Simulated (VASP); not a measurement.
# Si2Au (I4/mmm) in VASP: single point with r2SCAN

Aim: the single point of Si2Au with r2SCAN.

Program: VASP 6.6.1. These are calculated values, not measurements. Logs are shortened: lines on timing, memory, paths and dates and some standing lists are left out, and cuts for length are marked.

### 1 Starting point

Symmetry: I4/mmm, No. 139, tetragonal system. The conventional cell has a = 3.250 Å, b = 3.250 Å, c = 7.983 Å, α = 90.00°, β = 90.00°, γ = 90.00°. Around Au (site symmetry 4/mmm) lie 10 Si at 2.66 Å. Si (site symmetry 4mm) is surrounded by 5 Si at 2.65 to 2.67 Å and 5 Au at 2.66 Å.

The cell was built by a generator and needn't be a form met in nature.

### 2 Single point, r2SCAN

POSCAR reads:

```
Si2Au
1.0
    0.0000000000      3.2495680000      0.0000000000
    3.2495680000      0.0000000000      0.0000000000
    1.6247840000      1.6247840000     -3.9913840000
Au Si
1 2
Direct
    0.0000000000      0.0000000000      0.0000000000
    0.3330000000      0.3330000000      0.3340000000
    0.6670000000      0.6670000000      0.6660000000
```

INCAR.step1 reads:

```
  ALGO = Normal
  EDIFF = 1E-4
  ENCUT = 520
  GGA = PE
  ISMEAR = 0
  LASPH = T
  LCHARG = F
  LREAL = F
  LWAVE = T
  NBANDS = 16
  NELM = 60
  PREC = Accurate
  SIGMA = 0.0463
```

INCAR.step2 reads:

```
  ALGO = Normal
  EDIFF = 1E-6
  ENCUT = 520
  ISIF = 2
  ISMEAR = 0
  ISTART = 1
  LASPH = T
  LCHARG = T
  LELF = T
  LMIXTAU = T
  LREAL = F
  LVHAR = T
  LWAVE = F
  METAGGA = R2SCAN
  NBANDS = 16
  NELM = 60
  PREC = Accurate
  SIGMA = 0.0463
```

KPOINTS reads:

```
k-points
0
Gamma
  8 8 8
```

Potentials or basis: VASP PAW PBE potentials, release 64 (Au, Si).

Run with:

```console
$ cat potpaw_PBE.64/Au/POTCAR potpaw_PBE.64/Si/POTCAR > POTCAR
$ cp INCAR.step1 INCAR
$ mpirun -np 1 vasp_std > vasp.out
$ cp INCAR.step2 INCAR
$ mpirun -np 1 vasp_std > vasp.out
```

OUTCAR:

```text
EDIFF = 1E-6
   ENCUT = 520
   ISIF = 2
   ISMEAR = 0
   ISTART = 1
   LASPH = T
   LREAL = F
   METAGGA = R2SCAN
   NELM = 60
   PREC = Accurate

 ion  position               nearest neighbor table
   1  0.000  0.000  0.000-   3 2.66   3 2.66   3 2.66   2 2.66   2 2.66   2 2.66   3 2.66   2 2.66
                             2 2.66   3 2.66
   2  0.333  0.333  0.334-   3 2.65   3 2.65   3 2.65   3 2.65   1 2.66   1 2.66   1 2.66   1 2.66
                             1 2.66   3 2.67
   3  0.667  0.667  0.666-   2 2.65   2 2.65   2 2.65   2 2.65   1 2.66   1 2.66   1 2.66   1 2.66
                             1 2.66   2 2.67

  LATTYP: Found a body centered tetragonal cell.
 ALAT       =     3.2495680000
 C/A-ratio  =     2.4565628416

  Lattice vectors:

 A1 = (  -1.6247840000,   1.6247840000,   3.9913840000)
 A2 = (   1.6247840000,  -1.6247840000,   3.9913840000)
 A3 = (   1.6247840000,   1.6247840000,  -3.9913840000)

Analysis of symmetry for initial positions (statically):
=====================================================================
 Subroutine PRICEL returns:
 Original cell was already a primitive cell.

 Routine SETGRP: Setting up the symmetry group for a
 body centered tetragonal supercell.

 Subroutine GETGRP returns: Found 16 space group operations
 (whereof 16 operations were pure point group operations)
 out of a pool of 16 trial point group operations.

The static configuration has the point symmetry D_4h.

Analysis of symmetry for dynamics (positions and initial velocities):
=====================================================================
 Subroutine PRICEL returns:
 Original cell was already a primitive cell.

 Routine SETGRP: Setting up the symmetry group for a
 body centered tetragonal supercell.

 Subroutine GETGRP returns: Found 16 space group operations
 (whereof 16 operations were pure point group operations)
 out of a pool of 16 trial point group operations.

The dynamic configuration has the point symmetry D_4h.

 Subroutine INISYM returns: Found 16 space group operations
 (whereof 16 operations are pure point group operations),
 and found     1 'primitive' translations

----------------------------------------------------------------------------------------

                                     Primitive cell

  volume of cell :      42.1478

  direct lattice vectors                    reciprocal lattice vectors
     0.000000000  3.249568000  0.000000000     0.000000000  0.307733213  0.125269831
[... 91 lines left out ...]
   NSW    =      0    number of steps for IOM
   IBRION =     -1    ionic relax: 0-MD 1-quasi-New 2-CG
   NFREE  =      0    steps in history (QN), initial steepest desc. (CG)
   ISIF   =      2    stress and relaxation
   ISYM   =      2    0-nonsym 1-usesym 2-fastsym
   POTIM  = 0.5000    time-step for ionic-motion
   TEBEG  =    0.0;   TEEND  =   0.0 temperature during run
   PSTRESS=    0.0 pullay stress
   NELECT =      19.0000    total number of electrons
   NUPDOWN=      -1.0000    fix difference up-down
   EMIN   =  10.00;   EMAX   =-10.00  energy-range for DOS
   EFERMI =   0.00;   METHOD = LEGACY
   ISMEAR =     0;   SIGMA  =   0.05  broadening in eV -4-tet -1-fermi 0-gaus
   EFERMI_NEDOS =   21; number of points for ismear=-14 and -15
   IALGO  =     38    algorithm
   IMIX   =      4    mixing-type and parameters
     AMIX     =   0.40;   BMIX     =  1.00
     AMIX_MAG =   1.60;   BMIX_MAG =  1.00
  volume/ion in A,a.u.               =      14.05        94.81
  Fermi-wavevector in a.u.,A,eV,Ry     =   1.255262  2.372102 21.438470  1.575683
  Thomas-Fermi vector in A             =   2.389027
   LORBIT       =      0    0 simple, 1 ext, 2 COOP (PROOUT), +10 PAW based schemes
   METAGGA = R2SCAN    functional components
   LHFCALC =     F    Hartree Fock is set to
   AEXX    =    0.0000 exact exchange contribution
   IVDW    =     0    specifies the selected vdW correction
   LEPSILON=     F    determine dielectric tensor
   LRPA    =     F    only Hartree local field effects (RPA)
 non-spin polarized calculation
 Gauss-broadening in eV      SIGMA  =   0.05
  energy-cutoff  :      520.00
  volume of cell :       42.15
 maximum number of plane-waves:      1149
   NGX = 13   NGY = 13   NGZ = 17

 number of electron      19.0000004 magnetization

 Free energy of the ion-electron system (eV)
  ---------------------------------------------------
  ext. energy  EPLUGINS =         0.00000000
  ---------------------------------------------------
  free energy    TOTEN  =       -65.58748456 eV

  energy without entropy =      -65.58506120  energy(sigma->0) =      -65.58627288

 E-fermi :  11.7957     XC(G=0): -13.0892

 val. band max:       11.7858500825   @ k =   0.3750   0.1250  -0.0000
 cond. band min:      11.8067494783   @ k =   0.3750   0.0000   0.1250
 fundamental gap:      0.0208993958
 Fermi energy:        11.7957044148

 k-point     1 :       0.0000    0.0000    0.0000
  band No.  band energies     occupation
      1      -3.4690      2.00000
      2       2.9334      2.00000
      3       4.5516      2.00000
      4       5.1827      2.00000
      5       5.1827      2.00000
      6       6.2013      2.00000
[... 433 lines left out ...]
      3       4.1654      2.00000
      4       4.4485      2.00000
      5       5.1397      2.00000
      6       5.6458      2.00000
[... 8 lines left out ...]
     15      18.6879      0.00000
     16      20.4726      0.00000

 [... further k-points ...]

------------------------ aborting loop because EDIFF is reached ----------------------------------------

  FORCE on cell =-STRESS in cart. coord.  units (eV):
  Direction    XX          YY          ZZ          XY          YZ          ZX
  --------------------------------------------------------------------------------------
  -------------------------------------------------------------------------------------
  Total        7.2148394      7.2148394      5.9872219      0.0000000      0.0000000     -0.0000000
  in kB      274.2600045    274.2600045    227.5941861      0.0000000      0.0000000     -0.0000000
  external PRESSURE =     258.7047317 kB  Pullay stress =       0.0000000 kB

 VOLUME and BASIS-vectors are now :
 -----------------------------------------------------------------------------
  energy-cutoff  :      520.00
  volume of cell :       42.15
      direct lattice vectors                 reciprocal lattice vectors
     0.000000000  3.249568000  0.000000000     0.000000000  0.307733213  0.125269831
     3.249568000  0.000000000  0.000000000     0.307733213  0.000000000  0.125269831
     1.624784000  1.624784000 -3.991384000     0.000000000  0.000000000 -0.250539662

 POSITION                                       TOTAL-FORCE (eV/Angst)
 -----------------------------------------------------------------------------------
      0.00000      0.00000      0.00000        -0.000000     -0.000000      0.000000
      1.62478      1.62478     -1.33312        -0.000000     -0.000000     -0.727280
      3.24957      3.24957     -2.65826         0.000000      0.000000      0.727280
 -----------------------------------------------------------------------------------
    total drift:                                0.000000      0.000000     -0.000000

  FREE ENERGIE OF THE ION-ELECTRON SYSTEM (eV)
  ---------------------------------------------------
  free  energy   TOTEN  =       -65.5874845552 eV

  energy  without entropy=      -65.5850612008  energy(sigma->0) =      -65.58627288
```

OSZICAR.step1:

```text
N       E                     dE             d eps       ncg     rms          rms(c)
DAV:   1     0.672881868229E+02    0.67288E+02   -0.85498E+03  1928   0.104E+03
DAV:   2    -0.117062409304E+02   -0.78994E+02   -0.74316E+02  2392   0.200E+02
DAV:   3    -0.134030434757E+02   -0.16968E+01   -0.16898E+01  2320   0.275E+01
DAV:   4    -0.134103722348E+02   -0.73288E-02   -0.73282E-02  2384   0.224E+00
DAV:   5    -0.134104245394E+02   -0.52305E-04   -0.52303E-04  2376   0.173E-01    0.156E+01
DAV:   6    -0.121144910992E+02    0.12959E+01   -0.67499E+00  2072   0.268E+01    0.133E+01
DAV:   7    -0.120029498302E+02    0.11154E+00   -0.50748E-01  2032   0.772E+00    0.695E+00
DAV:   8    -0.119815396040E+02    0.21410E-01   -0.55447E-02  2288   0.180E+00    0.618E-01
DAV:   9    -0.119772521621E+02    0.42874E-02   -0.10863E-02  2264   0.121E+00    0.220E-01
DAV:  10    -0.119772757602E+02   -0.23598E-04   -0.11938E-03  2520   0.284E-01    0.102E-01
DAV:  11    -0.119772415623E+02    0.34198E-04   -0.88887E-05  1256   0.102E-01
   1 F= -.11977242E+02 E0= -.11976164E+02  d E =-.215551E-02
```

It took 47 s on 1 thread of Intel Xeon 6975P-C (Granite Rapids), shared host; peak memory 0.18 GiB.

Results:

* Free energy: -65.5875 eV
* Pressure: 25.9 GPa
* Largest force: 0.727 eV/Å
* Band gap on the k mesh: none (metal or under the smearing width)

Forces on the atoms (eV/Å):
```
Au   0.000  0.000  0.000
Si   0.000  0.000 -0.727
Si   0.000  0.000  0.727
```

Stress tensor (GPa, compression positive):
```
27.43  0.00  0.00
 0.00 27.43  0.00
 0.00  0.00 22.76
```

Caveat: so large a pressure means that the cell lies far from this level's equilibrium, or that cutoff or potentials fall short; the potentials were made for another functional, which shifts forces and pressure. Spin-orbit coupling is left out, which matters for the levels of Au.
